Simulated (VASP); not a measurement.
Here is the system:

```
CELL_PARAMETERS angstrom
      2.79341     0.00000     0.00000
      0.00000     2.64262     4.21691
      0.00000    -2.64262     4.21691
ATOMIC_POSITIONS crystal
  Ti 0.00000 0.42098 0.42098
  P  0.50000 0.07478 0.07478
  N  0.50000 0.71777 0.22798
  N  0.50000 0.22798 0.71777
  N  0.00000 0.18654 0.18654
```

These are LDA (Ceperley-Alder, Perdew-Zunger) with spin-orbit coupling, VASP's LDA PAW potentials (set 64) (plane waves; VASP) values and carry that method's errors. Run with 520 eV cut-off, 7×5×5 Γ-centred mesh, Gaussian smearing of 0.050 eV, potentials Ti_sv P N.

**Question.** Give the energies of bands 25 to 38 at the high-symmetry points, in eV from the valence-band maximum.

**Answer.** 
| band | Γ | Y | C0 | Z | A0 | T | S | R |
|---|---|---|---|---|---|---|---|---|
| 25 | -2.58 | -2.60 | -2.61 | -3.43 | -2.84 | -3.24 | -2.76 | -2.64 |
| 26 | -2.58 | -2.60 | -2.61 | -3.43 | -2.83 | -3.24 | -2.76 | -2.64 |
| 27 | -2.20 | -2.49 | -2.59 | -3.17 | -2.45 | -2.30 | -2.61 | -2.63 |
| 28 | -2.20 | -2.49 | -2.58 | -3.17 | -2.45 | -2.30 | -2.61 | -2.63 |
| 29 | -1.07 | -1.39 | -1.94 | -1.18 | -1.73 | -1.51 | -1.25 | -1.83 |
| 30 | -1.07 | -1.39 | -1.94 | -1.18 | -1.73 | -1.51 | -1.25 | -1.83 |
| 31 | -0.01 | -0.75 | -0.63 | -0.46 | -1.09 | -0.17 | -0.65 | -1.47 |
| 32 | -0.01 | -0.75 | -0.63 | -0.46 | -1.08 | -0.17 | -0.65 | -1.47 |
| 33 | 0.50 | 0.60 | 1.20 | 2.48 | 1.99 | 1.53 | 1.33 | 2.13 |
| 34 | 0.50 | 0.60 | 1.20 | 2.48 | 1.99 | 1.53 | 1.33 | 2.13 |
| 35 | 2.58 | 2.53 | 2.68 | 2.62 | 2.54 | 3.00 | 2.27 | 2.17 |
| 36 | 2.58 | 2.53 | 2.69 | 2.62 | 2.55 | 3.00 | 2.27 | 2.17 |
| 37 | 3.11 | 3.46 | 2.86 | 2.66 | 3.36 | 3.28 | 2.96 | 3.51 |
| 38 | 3.11 | 3.46 | 2.87 | 2.66 | 3.37 | 3.28 | 2.96 | 3.51 |

The gap is indirect, 0.50 eV, from the valence maximum at (0.29, 0.00, 0.00) to the conduction minimum at Γ.

The structure comes from a computed database's TiPN3 entry (Amm2); how it stands against other phases isn't given here. It was relaxed first.
